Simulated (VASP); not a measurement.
**SiNi2: accuracy against cost in the PAW data sets and plane-wave cutoff**

How sensitive are energy, pressure and forces of SiNi2 to the PAW data sets and plane-wave cutoff? The series runs use PBEsol. The PAW data sets tried: minimal 64: Si Ni; recommended 54: Si Ni; materialsproject 64: Si Ni_pv; gw 64: Si_GW Ni_sv_GW. The plane-wave cutoff tried: ENCUT = 160; ENCUT = 200; ENCUT = 240; ENCUT = 270; ENCUT = 310; ENCUT = 350; ENCUT = 430; ENCUT = 540. The start is a cell from a database of measured crystal structures.

Calculated with VASP 6.6.1; PBEsol, spin-polarised from a ferromagnetic start; plane waves and PAW (Si, Ni), in the first sound run; inputs show where later runs differ.

## 1. The starting structure

It takes space group Pnma (No. 62, orthorhombic). Conventional cell: a = 4.990 Å, b = 3.720 Å, c = 7.030 Å, α = 90.00°, β = 90.00°, γ = 90.00°. Nearest to Si lie 10 Ni at 2.28 to 2.71 Å. Nearest to Ni lie 5 Si at 2.34 to 2.57 Å and 6 Ni at 2.53 to 2.62 Å. Nearest to Ni lie 5 Si at 2.28 to 2.71 Å and 8 Ni at 2.53 to 2.71 Å. Farther neighbours are not listed.

## 2. PAW data sets: minimal 64: Si Ni

Data sets differ in which electrons are valence and how hard the partial waves are. PBEsol restores the gradient expansion of exchange and is tuned for the cells of solids.

INCAR reads:

```
SYSTEM = SiNi2
PREC = Accurate
ENCUT = 400
EDIFF = 1E-06
NELM = 100
ISMEAR = -1
SIGMA = 0.05
LREAL = .FALSE.
ALGO = Normal
GGA = PS
NBANDS = 71
ISPIN = 2
MAGMOM = 0 0 0 0 1 1 1 1 1 1 1 1
LASPH = .TRUE.
LMAXMIX = 4
LORBIT = 11
LWAVE = .FALSE.
LCHARG = .FALSE.
KPAR = 8
ISIF = 2
```

POSCAR reads:

```
SiNi2
1.0
    4.9900000000      0.0000000000      0.0000000000
    0.0000000000      3.7200000000      0.0000000000
    0.0000000000      0.0000000000      7.0300000000
Si Ni
4 8
Direct
    0.2860000000      0.7500000000      0.6140000000
    0.7140000000      0.2500000000      0.3860000000
    0.2140000000      0.2500000000      0.1140000000
    0.7860000000      0.7500000000      0.8860000000
    0.9580000000      0.7500000000      0.2030000000
    0.0420000000      0.2500000000      0.7970000000
    0.5420000000      0.2500000000      0.7030000000
    0.4580000000      0.7500000000      0.2970000000
    0.8250000000      0.7500000000      0.5630000000
    0.1750000000      0.2500000000      0.4370000000
    0.6750000000      0.2500000000      0.0630000000
    0.3250000000      0.7500000000      0.9370000000
```

KPOINTS reads:

```
Automatic mesh
0
Gamma
5 6 3
0 0 0
```

Potentials, in the order of the species: Si and Ni (PBE family, release 64).

Launch:

```sh
$ mpirun -np 8 vasp_std
```

The program printed:

```text
[banner, memory and clock lines left out]
running    8 mpi-ranks, on    1 nodes
 distrk:  each k-point on    1 cores,    8 groups
 distr:  one band on    1 cores,    1 groups

 POSCAR found type information on POSCAR SiNi
 POSCAR found :  2 types and      12 ions
|                                                                             |
|           W    W    AA    RRRRR   N    N  II  N    N   GGGG   !!!           |
|           W    W   A  A   R    R  NN   N  II  NN   N  G    G  !!!           |
|           W    W  A    A  R    R  N N  N  II  N N  N  G       !!!           |
|           W WW W  AAAAAA  RRRRR   N  N N  II  N  N N  G  GGG   !            |
|           WW  WW  A    A  R   R   N   NN  II  N   NN  G    G                |
|           W    W  A    A  R    R  N    N  II  N    N   GGGG   !!!           |
|                                                                             |
|     For optimal performance we recommend to set                             |
|       NCORE = 2 up to number-of-cores-per-socket                            |
|     NCORE specifies how many cores store one orbital (NPAR=cpu/NCORE).      |
|     This setting can greatly improve the performance of VASP for DFT.       |
|     The default, NCORE=1 might be grossly inefficient on modern             |
|     multi-core architectures or massively parallel machines. Do your        |
|     Unfortunately you need to use the default for GW and RPA                |
|     calculations (for HF NCORE is supported but not extensively tested      |
|     yet).                                                                   |
|                                                                             |

|                                                                             |
|               ----> ADVICE to this user running VASP <----                  |
|                                                                             |
|     You enforced a specific xc type in the INCAR file but a different       |
|     [... a line on the potential file left out ...]
|     I HOPE YOU KNOW WHAT YOU ARE DOING!                                     |
|                                                                             |

 LDA part: xc-table for (Slater+PW92), standard interpolation
 POSCAR, INCAR and KPOINTS ok, starting setup
 FFT: planning ... GRIDC
 FFT: planning ... GRID_SOFT
 FFT: planning ... GRID
 WAVECAR not read
 entering main loop
       N       E                     dE             d eps       ncg     rms          rms(c)
DAV:   1     0.661717509640E+03    0.66172E+03   -0.32881E+04  6816   0.145E+03
DAV:   2    -0.156517287745E+02   -0.67737E+03   -0.63098E+03  6816   0.342E+02
DAV:   3    -0.882221923129E+02   -0.72570E+02   -0.65501E+02  7187   0.131E+02
DAV:   4    -0.908307657116E+02   -0.26086E+01   -0.25828E+01  7798   0.266E+01
DAV:   5    -0.908996220729E+02   -0.68856E-01   -0.68821E-01  8317   0.356E+00    0.374E+01
DAV:   6    -0.943278957122E+02   -0.34283E+01   -0.12642E+02  8125   0.124E+02    0.352E+01
DAV:   7    -0.794320257135E+02    0.14896E+02   -0.43970E+01  7895   0.790E+01    0.784E+00
DAV:   8    -0.810560367733E+02   -0.16240E+01   -0.67142E+00  9075   0.494E+01    0.137E+01
DAV:   9    -0.796463824938E+02    0.14097E+01   -0.21577E+00  8395   0.407E+01    0.308E+00
DAV:  10    -0.795870531030E+02    0.59329E-01   -0.42338E-01  8876   0.703E+00    0.102E+00
DAV:  11    -0.795914051700E+02   -0.43521E-02   -0.10348E-01  8006   0.220E+00    0.512E-01
DAV:  12    -0.795902273893E+02    0.11778E-02   -0.27902E-03  8038   0.279E-01    0.313E-01
DAV:  13    -0.795896829559E+02    0.54443E-03   -0.45508E-04  8851   0.145E-01    0.125E-01
DAV:  14    -0.795897037852E+02   -0.20829E-04   -0.91971E-05  9039   0.718E-02    0.609E-02
DAV:  15    -0.795897012016E+02    0.25837E-05   -0.12918E-05  7531   0.247E-02    0.237E-02
DAV:  16    -0.795897001183E+02    0.10833E-05   -0.30285E-06  6214   0.219E-02    0.978E-03
DAV:  17    -0.795897003078E+02   -0.18950E-06   -0.68399E-07  4264   0.710E-03
   1 F= -.79589700E+02 E0= -.79561783E+02  d E =-.558339E-01  mag=     0.0001
```

It took 39 s on 8 MPI ranks of AMD EPYC 9R14 (Zen 4), shared host; peak memory 3 GiB; 4.9 min of CPU time.

The logs omit lines about the potential files and the build; timing stands in the text.

Parts of OUTCAR (step 2):

```text
ion  position               nearest neighbor table
   1  0.286  0.750  0.614-  12 2.28  10 2.31  10 2.31   9 2.33   7 2.34   7 2.34   8 2.39   6 2.57
                             6 2.57   9 2.71   4 3.14   4 3.14
   2  0.714  0.250  0.386-  11 2.28   9 2.31   9 2.31  10 2.33   8 2.34   8 2.34   7 2.39   5 2.57
                             5 2.57  10 2.71   3 3.14   3 3.14
   3  0.214  0.250  0.114-  10 2.28  12 2.31  12 2.31  11 2.33   5 2.34   5 2.34   6 2.39   8 2.57
                             8 2.57  11 2.71   2 3.14   2 3.14
   4  0.786  0.750  0.886-   9 2.28  11 2.31  11 2.31  12 2.33   6 2.34   6 2.34   5 2.39   7 2.57
                             7 2.57  12 2.71   1 3.14   1 3.14
   5  0.958  0.750  0.203-   3 2.34   3 2.34   4 2.39  11 2.53  11 2.53   2 2.57   2 2.57   8 2.58
                             8 2.58   9 2.62  12 2.62  10 2.71  10 2.71
   6  0.042  0.250  0.797-   4 2.34   4 2.34   3 2.39  12 2.53  12 2.53   1 2.57   1 2.57   7 2.58
                             7 2.58  10 2.62  11 2.62   9 2.71   9 2.71
   7  0.542  0.250  0.703-   1 2.34   1 2.34   2 2.39   9 2.53   9 2.53   4 2.57   4 2.57   6 2.58
                             6 2.58  11 2.62  10 2.62  12 2.71  12 2.71
   8  0.458  0.750  0.297-   2 2.34   2 2.34   1 2.39  10 2.53  10 2.53   3 2.57   3 2.57   5 2.58
                             5 2.58  12 2.62   9 2.62  11 2.71  11 2.71
   9  0.825  0.750  0.563-   4 2.28   2 2.31   2 2.31   1 2.33   7 2.53   7 2.53   5 2.62   8 2.62
                            10 2.70  10 2.70   6 2.71   6 2.71   1 2.71
  10  0.175  0.250  0.437-   3 2.28   1 2.31   1 2.31   2 2.33   8 2.53   8 2.53   6 2.62   7 2.62
                             9 2.70   9 2.70   5 2.71   5 2.71   2 2.71
  11  0.675  0.250  0.063-   2 2.28   4 2.31   4 2.31   3 2.33   5 2.53   5 2.53   7 2.62   6 2.62
                            12 2.70  12 2.70   8 2.71   8 2.71   3 2.71
  12  0.325  0.750  0.937-   1 2.28   3 2.31   3 2.31   4 2.33   6 2.53   6 2.53   8 2.62   5 2.62
                            11 2.70  11 2.70   7 2.71   7 2.71   4 2.71

  LATTYP: Found a simple orthorhombic cell.
 ALAT       =     3.7200000000
 B/A-ratio  =     1.3413978495
 C/A-ratio  =     1.8897849462

 Subroutine GETGRP returns: Found  8 space group operations
 (whereof  2 operations were pure point group operations)

The static configuration has the point symmetry S_2 .
 The point group associated with its full space group is D_2h.

 Found     24 irreducible k-points:

   k-points           NKPTS =     24   k-points in BZ     NKDIM =     24   number of bands    NBANDS=     71

   dimension x,y,z NGX =    36 NGY =   24 NGZ =   48
   dimension x,y,z NGXF=    72 NGYF=   48 NGZF=   96

   ENCUT  =  400.0 eV  29.40 Ry    5.42 a.u.   8.14  6.07 11.46*2*pi/ulx,y,z

   NELECT =      96.0000    total number of electrons

 k-points in reciprocal lattice and weights: Automatic mesh
   0.00000000  0.00000000  0.00000000       0.011
   0.20000000  0.00000000  0.00000000       0.022
   0.40000000  0.00000000  0.00000000       0.022
   0.00000000  0.16666667  0.00000000       0.022
   0.20000000  0.16666667  0.00000000       0.044
   0.40000000  0.16666667  0.00000000       0.044
   0.00000000  0.33333333  0.00000000       0.022
   0.20000000  0.33333333  0.00000000       0.044
   0.40000000  0.33333333  0.00000000       0.044
[...]
0.20000000  0.50000000  0.33333333       0.044
   0.40000000  0.50000000  0.33333333       0.044

 average (electrostatic) potential at core
       1 -78.3512       2 -78.3512       3 -78.3512       4 -78.3512       5 -80.2977
       6 -80.2977       7 -80.2977       8 -80.2977       9 -80.4298      10 -80.4298
      11 -80.4298      12 -80.4298

 E-fermi :  11.0705

 spin component 1
 k-point     1 :       0.0000    0.0000    0.0000
  band No.  band energies     occupation
    ...
     44       9.9624      1.00000
     45      10.0686      1.00000
     46      10.1130      1.00000
     47      10.4230      1.00000
     48      10.8282      0.99220
     49      11.7770      0.00000
     50      11.9642      0.00000
     51      13.0604      0.00000
     52      13.2999      0.00000
     53      13.5951      0.00000
    ...

 k-point     2 :       0.2000    0.0000    0.0000
  band No.  band energies     occupation
    ...
     43       9.8210      1.00000
     44       9.9202      1.00000
     45      10.0806      1.00000
     46      10.2559      1.00000
     47      10.6378      0.99983
     48      11.2629      0.02087
     49      12.5150      0.00000
     50      12.6685      0.00000
     51      13.2609      0.00000
     52      13.3230      0.00000
    ...

 k-point     3 :       0.4000    0.0000    0.0000
  band No.  band energies     occupation
    ...
     42       9.8159      1.00000
     43       9.8991      1.00000
     44      10.0587      1.00000
     45      10.0801      1.00000
     46      10.1041      1.00000
     47      11.6522      0.00001
     48      12.5329      0.00000
     49      12.9528      0.00000
     50      13.2784      0.00000
     51      13.5245      0.00000
    ...

 k-point     4 :       0.0000    0.1667    0.0000
  band No.  band energies     occupation
    ...
     44      10.0048      1.00000
     45      10.0128      1.00000
     46      10.3811      1.00000
     47      10.4349      1.00000
     48      11.0001      0.80344
     49      11.6738      0.00001
     50      11.8629      0.00000
     51      11.9385      0.00000
     52      12.2948      0.00000
     53      13.4471      0.00000
    ...

 k-point     5 :       0.2000    0.1667    0.0000
  band No.  band energies     occupation
    ...
     43       9.9059      1.00000
     44       9.9813      1.00000
     45      10.0289      1.00000
     46      10.2893      1.00000
     47      10.4848      0.99999
     48      11.1932      0.07915
     49      11.9626      0.00000
     50      12.1593      0.00000
     51      12.5844      0.00000
     52      12.7902      0.00000
    ...

 k-point     6 :       0.4000    0.1667    0.0000
  band No.  band energies     occupation
    ...
     43       9.8659      1.00000
     44       9.9722      1.00000
     45      10.0777      1.00000
     46      10.1203      1.00000
     47      10.9665      0.88900
     48      11.6087      0.00002
     49      12.3332      0.00000
     50      12.5547      0.00000
     51      12.7870      0.00000
     52      13.1292      0.00000
    ...

  Total       -4.5725923     -3.5604963     -3.0846778      0.0000000      0.0000000      0.0000000
  in kB      -56.1402388    -43.7141777    -37.8722911      0.0000000      0.0000000      0.0000000
  external PRESSURE =     -45.9089025 kB  Pullay stress =       0.0000000 kB

  energy-cutoff  :      400.00
  volume of cell :      130.50
      direct lattice vectors                 reciprocal lattice vectors
     4.990000000  0.000000000  0.000000000     0.200400802  0.000000000  0.000000000
     0.000000000  3.720000000  0.000000000     0.000000000  0.268817204  0.000000000
     0.000000000  0.000000000  7.030000000     0.000000000  0.000000000  0.142247511

 POSITION                                       TOTAL-FORCE (eV/Angst)
 -----------------------------------------------------------------------------------
      1.42714      2.79000      4.31642        -0.042251      0.000000     -0.051327
      3.56286      0.93000      2.71358         0.042251      0.000000      0.051327
      1.06786      0.93000      0.80142         0.042251      0.000000     -0.051327
      3.92214      2.79000      6.22858        -0.042251      0.000000      0.051327
      4.78042      2.79000      1.42709         0.088958      0.000000      0.258140
      0.20958      0.93000      5.60291        -0.088958      0.000000     -0.258140
      2.70458      0.93000      4.94209        -0.088958      0.000000      0.258140
      2.28542      2.79000      2.08791         0.088958     -0.000000     -0.258140
      4.11675      2.79000      3.95789         0.239317      0.000000     -0.251627
      0.87325      0.93000      3.07211        -0.239317     -0.000000      0.251627
      3.36825      0.93000      0.44289        -0.239317      0.000000     -0.251627
      1.62175      2.79000      6.58711         0.239317      0.000000      0.251627
 -----------------------------------------------------------------------------------
    total drift:                                0.000000      0.000000      0.000000

  FREE ENERGIE OF THE ION-ELECTRON SYSTEM (eV)
  ---------------------------------------------------
  free  energy   TOTEN  =       -79.5897003078 eV

  energy  without entropy=      -79.5338663949  energy(sigma->0) =      -79.56178335

 total charge
# of ion       s       p       d       tot
------------------------------------------
    1        0.728   0.891   0.000   1.619
    2        0.728   0.891   0.000   1.619
    3        0.728   0.891   0.000   1.619
    4        0.728   0.891   0.000   1.619
    5        0.451   0.562   8.462   9.475
    6        0.451   0.562   8.462   9.475
    7        0.451   0.562   8.462   9.475
    8        0.451   0.562   8.462   9.475
    9        0.487   0.605   8.483   9.576
   10        0.487   0.605   8.483   9.576
   11        0.487   0.605   8.483   9.576
   12        0.487   0.605   8.483   9.576
--------------------------------------------------
tot          6.666   8.233  67.780  82.680

 magnetization (x)
# of ion       s       p       d       tot
------------------------------------------
    1        0.000   0.000   0.000   0.000
    2        0.000   0.000   0.000   0.000
    3        0.000   0.000   0.000   0.000
    4        0.000   0.000   0.000   0.000
    5        0.000   0.000   0.000   0.000
    6        0.000   0.000   0.000   0.000
    7        0.000   0.000   0.000   0.000
    8        0.000   0.000   0.000   0.000
    9        0.000   0.000   0.000   0.000
   10        0.000   0.000   0.000   0.000
   11        0.000   0.000   0.000   0.000
   12        0.000   0.000   0.000   0.000
--------------------------------------------------
tot          0.000   0.000   0.000   0.000

[... 6 further parts left out ...]
```

The moments of the start collapse, so the state is non-magnetic; other starts or orders were not tried. The k-mesh is coarse for a metal. The PAW data sets were made with PBE, which is usual practice but a small mismatch for other functionals.

This step gave:

```
electronic steps        : 17
electrons               : 96
bands                   : 71
irreducible k points    : 24
symmetry operations     : 8
free energy (TOTEN)     : -79.5897 eV
energy at zero smearing : -79.5618 eV
Fermi energy            : 11.07 eV
pressure                : -4.591 GPa
metallic                : yes
```

The spin moment in the PAW sphere vanishes on all atoms.

The series starts at -6.6301 eV an atom and -4.59 GPa, after 17 cycles in 39 s.

## 3. PAW data sets: recommended 54: Si Ni

INCAR is that of step 2.

POSCAR is that of step 2.

KPOINTS is that of step 2.

PAW data sets: Si and Ni (PBE family, release 54).

Launch:

```sh
$ mpirun -np 8 vasp_std
```

The program printed:

```text
[banner, memory and clock lines left out]
running    8 mpi-ranks, on    1 nodes
[...]
[... a notice as in an earlier step ...]

 [... a notice as in an earlier step ...]

 LDA part: xc-table for (Slater+PW92), standard interpolation
 POSCAR, INCAR and KPOINTS ok, starting setup
[...]
entering main loop
       N       E                     dE             d eps       ncg     rms          rms(c)
[... 17 cycles as in an earlier step ...]
   1 F= -.79589700E+02 E0= -.79561783E+02  d E =-.558339E-01  mag=     0.0001
```

Elapsed: 39 s, on 8 MPI ranks; peak memory 3 GiB.

OUTCAR, selected parts (step 3):

```text
[... 7 parts as in an earlier step ...]

[... 1 further part left out ...]
[key lines of the parts left out:]
E-fermi :  11.0705
```

With 96 valence electrons the pressure is -4.59 GPa, +0.00 GPa from the first of the series, after 17 cycles in 39 s.

(Continued in part 2 of 4.)

[Lines on the potential files, build, host, timing and source positions are cut from VASP's logs without a mark.]

[Logs are printed without paths, hosts, clocks, repeated set-up lines and the standing remarks that a program may print on its own settings, such as how far it seeks lower states.]

[Hosts, paths, dates, database ids (printed as entryN), source tags and the programs' standing remarks are cut or masked in the printed files.]

[A measured line is paired with the nearest computed mode of its activity, which favours agreement.]
